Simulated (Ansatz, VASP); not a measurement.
## Cross-check of FeSi2 (Linzhiite) between VASP and Ansatz

One calculation is typed for both programs; each brings its own data sets. How far apart do they land? The cell is taken from a series of runs on this material, whose earlier steps may have relaxed, scaled, displaced or heated it; both programs get it as it stands.

Calculated with Ansatz 0.2.0; plane waves, with VASP 6.6.1 beside it; zone-centre phonons at PBEsol.

### Step 1. Starting point

Symmetry: P4/mmm, No. 123, tetragonal system. Conventional cell: a = 2.716 Å, b = 2.716 Å, c = 5.155 Å, α = 90.00°, β = 90.00°, γ = 90.00°. Nearest to Si lie 1 Si at 2.36 Å and 4 Fe at 2.37 Å. Fe has 8 Si at 2.37 Å nearest. Farther neighbours are not listed.

As a file:

```xyz
3
Lattice="2.7160 0.0000 0.0000 0.0000 2.7160 0.0000 0.0000 0.0000 5.1553" Properties=species:S:1:pos:R:3 pbc="T T T"
Si    1.3580    1.3580    1.3955
Si    1.3580    1.3580    3.7598
Fe    0.0000    0.0000    0.0000
```

### Step 2. VASP: zone-centre phonons, PBEsol

Second derivatives magnify differences that forces hide, and they need a tight electronic threshold.

Lines of VASP's logs that name or quote its potential files are left out, and so is its time.

Contents of INCAR:

```
SYSTEM = FeSi2
PREC = Accurate
ENCUT = 600
EDIFF = 1E-08
NELM = 120
ISMEAR = 1
SIGMA = 0.2
LREAL = .FALSE.
ALGO = Normal
GGA = PS
NBANDS = 14
LASPH = .TRUE.
LORBIT = 11
LWAVE = .FALSE.
LCHARG = .FALSE.
ISIF = 2
IBRION = 8
GGA_COMPAT = .FALSE.
KPAR = 2
```

Contents of POSCAR:

```
FeSi2
1.0
    2.7159845403      0.0000000000      0.0000000000
    0.0000000000      2.7159845403      0.0000000000
    0.0000000000      0.0000000000      5.1553177925
Si Fe
2 1
Direct
    0.5000000000      0.5000000000      0.2706871784
    0.5000000000      0.5000000000      0.7293128216
    0.0000000000      0.0000000000      0.0000000000
```

Contents of KPOINTS:

```
Automatic mesh
0
Gamma
16 16 8
0 0 0
```

The projector-augmented-wave data sets are Si and Fe (PBE family, release 64).

Command:

```console
> mpirun -np 2 vasp_std
```

Numbers of over 12 decimals in the logs are rounded to 6 here.

The log of the run:

```text
[banner, memory and clock lines left out]
running    2 mpi-ranks, on    1 nodes
 distrk:  each k-point on    1 cores,    2 groups
 distr:  one band on    1 cores,    1 groups

 POSCAR found type information on POSCAR SiFe
 POSCAR found :  2 types and       3 ions
|                                                                             |
|               ----> ADVICE to this user running VASP <----                  |
|                                                                             |
|     You enforced a specific xc type in the INCAR file but a different       |
|     [... a line on the potential file left out ...]
|     I HOPE YOU KNOW WHAT YOU ARE DOING!                                     |
|                                                                             |

 LDA part: xc-table for (Slater+PW92), standard interpolation
 POSCAR, INCAR and KPOINTS ok, starting setup
 FFT: planning ... GRIDC
 FFT: planning ... GRID_SOFT
 FFT: planning ... GRID
 WAVECAR not read
 entering main loop
       N       E                     dE             d eps       ncg     rms          rms(c)
DAV:   1     0.644269395283E+02    0.64427E+02   -0.77411E+03  6340   0.128E+03
DAV:   2    -0.196321748575E+02   -0.84059E+02   -0.74834E+02  6404   0.225E+02
DAV:   3    -0.236647638738E+02   -0.40326E+01   -0.38606E+01  8564   0.548E+01
DAV:   4    -0.237592630105E+02   -0.94499E-01   -0.94240E-01  7208   0.773E+00
DAV:   5    -0.237618599064E+02   -0.25969E-02   -0.25961E-02  8604   0.138E+00    0.171E+01
DAV:   6    -0.275742169688E+02   -0.38124E+01   -0.21580E+01  8062   0.110E+02    0.217E+01
DAV:   7    -0.220215755072E+02    0.55526E+01   -0.17510E+01  8346   0.968E+01    0.460E+00
DAV:   8    -0.219566931972E+02    0.64882E-01   -0.78977E-01  7662   0.717E+00    0.190E+00
DAV:   9    -0.219228984661E+02    0.33795E-01   -0.78922E-02  8392   0.558E+00    0.703E-01
DAV:  10    -0.219212085429E+02    0.16899E-02   -0.48812E-03  8082   0.724E-01    0.145E-01
DAV:  11    -0.219211434055E+02    0.65137E-04   -0.23865E-04  9102   0.284E-01    0.722E-02
DAV:  12    -0.219211397682E+02    0.36373E-05   -0.23502E-05  9544   0.630E-02    0.171E-02
DAV:  13    -0.219211389009E+02    0.86726E-06   -0.22127E-06  8086   0.170E-02    0.463E-03
DAV:  14    -0.219211390023E+02   -0.10142E-06   -0.19028E-07  7938   0.384E-03    0.144E-03
DAV:  15    -0.219211390299E+02   -0.27543E-07   -0.40218E-08  7590   0.311E-03    0.625E-04
DAV:  16    -0.219211390371E+02   -0.72272E-08   -0.25731E-09  4224   0.415E-04
   1 F= -.21921139E+02 E0= -.21921460E+02  d E =0.962351E-03
 Linear response reoptimize wavefunctions to high precision
DAV:   1    -0.219211390344E+02    0.27056E-08   -0.32806E-10  4662   0.161E-04
DAV:   2    -0.219211390344E+02   -0.12506E-11   -0.53202E-11  3942   0.802E-05
 Linear response DOF=           4
 Linear response progress:
  Degree of freedom:   1/  4
       N       E                     dE             d eps       ncg     rms          rms(c)
RMM:   1    -0.123353648654E-01   -0.12335E-01    0.48067E-04 36478   0.860E-01
RMM:   2    -0.115791319692E-01    0.75623E-03   -0.40368E-04 22120   0.390E-01    0.668E-02
RMM:   3    -0.116422204446E-01   -0.63088E-04   -0.25925E-04 26967   0.124E-01    0.370E-02
RMM:   4    -0.117347951899E-01   -0.92575E-04   -0.35071E-05 25161   0.509E-02    0.582E-03
RMM:   5    -0.117329965844E-01    0.17986E-05   -0.63328E-06 28404   0.161E-02    0.312E-03
RMM:   6    -0.117130324732E-01    0.19964E-04   -0.94731E-07 27038   0.708E-03    0.113E-03
RMM:   7    -0.117177844602E-01   -0.47520E-05   -0.18248E-07 23768   0.336E-03    0.806E-04
RMM:   8    -0.117183147881E-01   -0.53033E-06    0.70354E-09 23538   0.165E-03    0.232E-04
RMM:   9    -0.117179132117E-01    0.40158E-06   -0.14466E-08 28473   0.499E-04    0.402E-05
RMM:  10    -0.117178342256E-01    0.78986E-07   -0.35609E-09 28623   0.133E-04    0.166E-05
RMM:  11    -0.117179330158E-01   -0.98790E-07   -0.60695E-11 28373   0.447E-05    0.722E-06
RMM:  12    -0.117179032572E-01    0.29759E-07   -0.65679E-10 27656   0.255E-05    0.231E-06
RMM:  13    -0.117178942160E-01    0.90412E-08   -0.38005E-10 29907   0.157E-05    0.791E-07
 first order change of Fermi-energy   0.23788E-04
 force on displaced ion       1 direction 1 :  -4.401   0.000  -0.002
 Linear response progress:
  Degree of freedom:   2/  4
       N       E                     dE             d eps       ncg     rms          rms(c)
RMM:   1    -0.323611783784E-01   -0.32361E-01    0.96430E-02 14560   0.160E+00
RMM:   2    -0.304251071286E-01    0.19361E-02   -0.15607E-03  8629   0.630E-01    0.173E-01
RMM:   3    -0.309376397561E-01   -0.51253E-03   -0.15357E-03  7910   0.482E-01    0.236E-01
RMM:   4    -0.304605392988E-01    0.47710E-03   -0.73922E-04  7368   0.374E-01    0.715E-02
RMM:   5    -0.305603469244E-01   -0.99808E-04   -0.15376E-04 10139   0.866E-02    0.233E-02
RMM:   6    -0.305795234874E-01   -0.19177E-04   -0.11740E-05  9724   0.281E-02    0.926E-03
RMM:   7    -0.305869139413E-01   -0.73905E-05   -0.16600E-06  8910   0.157E-02    0.151E-03
RMM:   8    -0.305861924624E-01    0.72148E-06   -0.58396E-07 10679   0.585E-03    0.625E-04
RMM:   9    -0.305856270792E-01    0.56538E-06   -0.55801E-08 10444   0.155E-03    0.387E-04
RMM:  10    -0.305857319914E-01   -0.10491E-06    0.62043E-10 10292   0.519E-04    0.612E-05
RMM:  11    -0.305857094635E-01    0.22528E-07   -0.19893E-09 10474   0.182E-04    0.247E-05
RMM:  12    -0.305856789688E-01    0.30495E-07   -0.58321E-10 10467   0.674E-05    0.668E-06
RMM:  13    -0.305856762714E-01    0.26974E-08   -0.41321E-10 10424   0.306E-05    0.249E-06
 first order change of Fermi-energy   0.45923E-01
 force on displaced ion       1 direction 3 :   0.000  -0.000 -17.364
 Linear response progress:
  Degree of freedom:   3/  4
       N       E                     dE             d eps       ncg     rms          rms(c)
RMM:   1    -0.164205807694E+00   -0.16421E+00   -0.85881E-02 18857   0.248E+00
RMM:   2    -0.163856807820E+00    0.34900E-03   -0.17910E-03 15223   0.518E-01    0.205E-01
RMM:   3    -0.163668054536E+00    0.18875E-03   -0.34475E-04 17790   0.130E-01    0.123E-01
RMM:   4    -0.164081982178E+00   -0.41393E-03   -0.35036E-04 18066   0.133E-01    0.971E-03
RMM:   5    -0.164023903223E+00    0.58079E-04   -0.84854E-06 18287   0.253E-02    0.684E-03
RMM:   6    -0.164016776859E+00    0.71264E-05   -0.13221E-06 15063   0.146E-02    0.595E-03
RMM:   7    -0.164009794272E+00    0.69826E-05   -0.31219E-07 14723   0.840E-03    0.772E-04
RMM:   8    -0.164004159365E+00    0.56349E-05   -0.10484E-07 18966   0.226E-03    0.309E-04
RMM:   9    -0.164003088197E+00    0.10712E-05   -0.10524E-08 17906   0.726E-04    0.901E-05
RMM:  10    -0.164002368947E+00    0.71925E-06   -0.26578E-09 19129   0.239E-04    0.436E-05
RMM:  11    -0.164002402867E+00   -0.33920E-07   -0.17178E-09 18740   0.961E-05    0.122E-05
RMM:  12    -0.164002418844E+00   -0.15977E-07   -0.17690E-09 18863   0.475E-05    0.300E-06
RMM:  13    -0.164002418456E+00    0.38788E-09   -0.17879E-09 19653   0.300E-05    0.706E-07
 first order change of Fermi-energy   0.51043E-03
 force on displaced ion       3 direction 1 :  -7.658  -0.000   0.000
 Linear response progress:
  Degree of freedom:   4/  4
       N       E                     dE             d eps       ncg     rms          rms(c)
RMM:   1    -0.186869273478E+00   -0.18687E+00   -0.10002E-01 11505   0.235E+00
RMM:   2    -0.180596067648E+00    0.62732E-02   -0.20577E-03  8030   0.731E-01    0.229E-01
RMM:   3    -0.179762792384E+00    0.83328E-03   -0.16514E-03  9828   0.273E-01    0.123E-01
RMM:   4    -0.179883341329E+00   -0.12055E-03   -0.34066E-04 10041   0.106E-01    0.578E-02
RMM:   5    -0.180159690893E+00   -0.27635E-03   -0.11159E-04  9648   0.863E-02    0.138E-02
RMM:   6    -0.180167223913E+00   -0.75330E-05   -0.67842E-06  8269   0.313E-02    0.662E-03
RMM:   7    -0.180171096689E+00   -0.38728E-05   -0.25804E-06  9826   0.125E-02    0.282E-03
RMM:   8    -0.180154320680E+00    0.16776E-04   -0.35737E-07  9623   0.463E-03    0.626E-04
RMM:   9    -0.180154380001E+00   -0.59320E-07   -0.33032E-08 10481   0.145E-03    0.447E-04
RMM:  10    -0.180153273680E+00    0.11063E-05   -0.46013E-10 10472   0.392E-04    0.174E-04
RMM:  11    -0.180153639289E+00   -0.36561E-06   -0.23154E-09  9741   0.264E-04    0.408E-05
RMM:  12    -0.180153718468E+00   -0.79178E-07   -0.21780E-09 10906   0.112E-04    0.177E-05
RMM:  13    -0.180153690048E+00    0.28419E-07   -0.73843E-10 10663   0.500E-05    0.115E-05
RMM:  14    -0.180153695347E+00   -0.52987E-08   -0.64865E-10 10656   0.289E-05    0.345E-06
 first order change of Fermi-energy   0.37034E-02
 force on displaced ion       3 direction 3 :   0.000   0.000 -12.204
 Linear response finished
```

OUTCAR, selected parts (step 2):

```text
ion  position               nearest neighbor table
   1  0.500  0.500  0.271-   2 2.36   3 2.37   3 2.37   3 2.37   3 2.37   2 2.79
   2  0.500  0.500  0.729-   1 2.36   3 2.37   3 2.37   3 2.37   3 2.37   1 2.79
   3  0.000  0.000  0.000-   1 2.37   2 2.37   1 2.37   2 2.37   1 2.37   2 2.37   1 2.37   2 2.37

  LATTYP: Found a simple tetragonal cell.
 ALAT       =     2.7159845403
 C/A-ratio  =     1.8981395940

 Subroutine GETGRP returns: Found 16 space group operations
 (whereof 16 operations were pure point group operations)

The static configuration has the point symmetry D_4h.

 Found    225 irreducible k-points:

   k-points           NKPTS =    225   k-points in BZ     NKDIM =    225   number of bands    NBANDS=     14

   dimension x,y,z NGX =    24 NGY =   24 NGZ =   42
   dimension x,y,z NGXF=    48 NGYF=   48 NGZF=   84

   ENCUT  =  600.0 eV  44.10 Ry    6.64 a.u.   5.42  5.42 10.30*2*pi/ulx,y,z

   NELECT =      16.0000    total number of electrons

 k-points in reciprocal lattice and weights: Automatic mesh
   0.00000000  0.00000000  0.00000000       0.000
   0.06250000  0.00000000  0.00000000       0.002
   0.12500000  0.00000000  0.00000000       0.002
   0.18750000  0.00000000  0.00000000       0.002
   0.25000000  0.00000000  0.00000000       0.002
   0.31250000  0.00000000  0.00000000       0.002
   0.37500000  0.00000000  0.00000000       0.002
   0.43750000  0.00000000  0.00000000       0.002
   0.50000000  0.00000000  0.00000000       0.001
[...]
0.50000000  0.43750000  0.50000000       0.002
   0.50000000  0.50000000  0.50000000       0.000

 average (electrostatic) potential at core
       1 -80.1196       2 -80.1196       3 -39.6609

  Total       -1.5897459     -1.5897459     -1.5761031      0.0000000      0.0000000      0.0000000
  in kB      -66.9773955    -66.9773955    -66.4026154      0.0000000      0.0000000      0.0000000
  external PRESSURE =     -66.7858021 kB  Pullay stress =       0.0000000 kB

  energy-cutoff  :      600.00
  volume of cell :       38.03
      direct lattice vectors                 reciprocal lattice vectors
     2.715984540  0.000000000  0.000000000     0.368190608  0.000000000  0.000000000
     0.000000000  2.715984540  0.000000000     0.000000000  0.368190608  0.000000000
     0.000000000  0.000000000  5.155317792     0.000000000  0.000000000  0.193974463

 POSITION                                       TOTAL-FORCE (eV/Angst)
 -----------------------------------------------------------------------------------
      1.35799      1.35799      1.39548        -0.000000      0.000000      0.013906
      1.35799      1.35799      3.75984        -0.000000      0.000000     -0.013906
      0.00000      0.00000      0.00000         0.000000     -0.000000      0.000000
 -----------------------------------------------------------------------------------
    total drift:                               -0.000000      0.000000     -0.000000

 Eigenvectors and eigenvalues of the dynamical matrix
 ----------------------------------------------------

   1 f  =   15.785910 THz    99.185796 2PiTHz  526.561267 cm-1    65.285247 meV
             X         Y         Z           dx          dy          dz
      1.357992  1.357992  1.395478     0.000000   -0.000000   -0.707107
      1.357992  1.357992  3.759839    -0.000000   -0.000000    0.707107
      0.000000  0.000000  0.000000     0.000000    0.000000   -0.000000

   2 f  =   10.315800 THz    64.816082 2PiTHz  344.098041 cm-1    42.662701 meV
             X         Y         Z           dx          dy          dz
      1.357992  1.357992  1.395478     0.000000    0.000000   -0.499068
      1.357992  1.357992  3.759839     0.000000    0.000000   -0.499068
      0.000000  0.000000  0.000000     0.000000   -0.000000    0.708422

   3 f  =    8.173069 THz    51.352908 2PiTHz  272.624241 cm-1    33.801083 meV
             X         Y         Z           dx          dy          dz
      1.357992  1.357992  1.395478     0.001088   -0.499136    0.000000
      1.357992  1.357992  3.759839     0.001088   -0.499136    0.000000
      0.000000  0.000000  0.000000    -0.001544    0.708323    0.000000

   4 f  =    8.173069 THz    51.352908 2PiTHz  272.624241 cm-1    33.801083 meV
             X         Y         Z           dx          dy          dz
      1.357992  1.357992  1.395478     0.499136    0.001088   -0.000000
      1.357992  1.357992  3.759839     0.499136    0.001088    0.000000
      0.000000  0.000000  0.000000    -0.708323   -0.001544   -0.000000

   5 f  =    6.581149 THz    41.350578 2PiTHz  219.523499 cm-1    27.217433 meV
             X         Y         Z           dx          dy          dz
      1.357992  1.357992  1.395478    -0.449855   -0.545555   -0.000000
      1.357992  1.357992  3.759839     0.449855    0.545555    0.000000
      0.000000  0.000000  0.000000    -0.000000   -0.000000   -0.000000

   6 f  =    6.581149 THz    41.350578 2PiTHz  219.523499 cm-1    27.217433 meV
             X         Y         Z           dx          dy          dz
      1.357992  1.357992  1.395478     0.545555   -0.449855   -0.000000
      1.357992  1.357992  3.759839    -0.545555    0.449855    0.000000
      0.000000  0.000000  0.000000     0.000000   -0.000000    0.000000

   7 f/i=    0.002305 THz     0.014480 2PiTHz    0.076873 cm-1     0.009531 meV
             X         Y         Z           dx          dy          dz
      1.357992  1.357992  1.395478     0.038413   -0.499386   -0.000000
      1.357992  1.357992  3.759839     0.038413   -0.499386   -0.000000
      0.000000  0.000000  0.000000     0.054137   -0.703808   -0.000000

   8 f/i=    0.002305 THz     0.014480 2PiTHz    0.076873 cm-1     0.009531 meV
             X         Y         Z           dx          dy          dz
      1.357992  1.357992  1.395478     0.499386    0.038413    0.000000
      1.357992  1.357992  3.759839     0.499386    0.038413    0.000000
      0.000000  0.000000  0.000000     0.703808    0.054137    0.000000

   9 f/i=    0.004335 THz     0.027239 2PiTHz    0.144605 cm-1     0.017929 meV
             X         Y         Z           dx          dy          dz
      1.357992  1.357992  1.395478    -0.000000   -0.000000    0.500930
      1.357992  1.357992  3.759839    -0.000000   -0.000000    0.500930
      0.000000  0.000000  0.000000    -0.000000   -0.000000    0.705789

 ELASTIC MODULI CONTR FROM IONIC RELAXATION (kBar)
 Direction    XX          YY          ZZ          XY          YZ          ZX
 --------------------------------------------------------------------------------
 XX        -144.1571   -144.1571     13.6669      0.0000     -0.0000     -0.0000
 YY        -144.1571   -144.1571     13.6669      0.0000     -0.0000     -0.0000
 ZZ          13.6669     13.6669     -1.2957      0.0000      0.0000      0.0000
 XY           0.0000      0.0000      0.0000      0.0000      0.0000      0.0000
 YZ          -0.0000     -0.0000      0.0000      0.0000   -375.9100     -0.0000
 ZX          -0.0000     -0.0000      0.0000      0.0000      0.0000   -279.7035
 --------------------------------------------------------------------------------
```

This run has no spin polarisation, so a moment on Fe, if there is one, isn't seen.

[end of part 1 of 2]

[Lines on the potential files, build, host, timing and source positions are cut from VASP's logs without a mark.]

[Logs are printed without paths, hosts, clocks, repeated set-up lines and the standing remarks that a program may print on its own settings, such as how far it seeks lower states.]

[Hosts, paths, dates, database ids (printed as entryN), source tags and the programs' standing remarks are cut or masked in the printed files.]
